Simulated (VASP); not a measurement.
Data:

```yaml
crystal:
  lattice:
    - [0.00000, 2.74512, 2.74512]
    - [2.74512, 0.00000, 2.74512]
    - [10.97397, 10.97397, 0.00651]
  atoms:
    - { symbol: Ga, position: [0.99226, 0.99226, 0.00581] }
    - { symbol: Ga, position: [0.99738, 0.99738, 0.25196] }
    - { symbol: Ga, position: [0.00245, 0.00245, 0.49816] }
    - { symbol: Ga, position: [0.00798, 0.00798, 0.74402] }
    - { symbol: P, position: [0.24521, 0.24521, 0.06610] }
    - { symbol: P, position: [0.25019, 0.25019, 0.31236] }
    - { symbol: P, position: [0.25517, 0.25517, 0.55863] }
    - { symbol: As, position: [0.24937, 0.24937, 0.81297] }
```

All values below come from PBEsol GGA, VASP's PBE PAW potentials (set 64) (plane waves; VASP). Numerical set-up: 400 eV cut-off, 8×8×2 Γ-centred mesh, tetrahedra with Blöchl corrections, potentials Ga_d P As.

The cores are frozen, which limits the accuracy of field gradients.

Give the principal components of the electric field gradient (V/Å²) and the asymmetry η at each nucleus.

| atom | Vxx | Vyy | Vzz | η |
|---|---|---|---|---|
| Ga1 | -3.7 | -3.7 | 7.5 | 0.00 |
| Ga2 | 2.0 | 2.0 | -3.9 | 0.00 |
| Ga3 | 2.0 | 2.0 | -4.0 | 0.00 |
| Ga4 | 1.0 | 1.0 | -2.0 | 0.00 |
| P5 | 2.2 | 2.2 | -4.4 | 0.00 |
| P6 | 2.4 | 2.4 | -4.8 | 0.00 |
| P7 | 1.7 | 1.7 | -3.4 | 0.00 |
| As8 | -13.3 | -13.3 | 26.6 | 0.00 |

The structure was generated: Ga4AsP3 was put into an ordered model structure (R3m), which need not be its known phase. It was relaxed first.
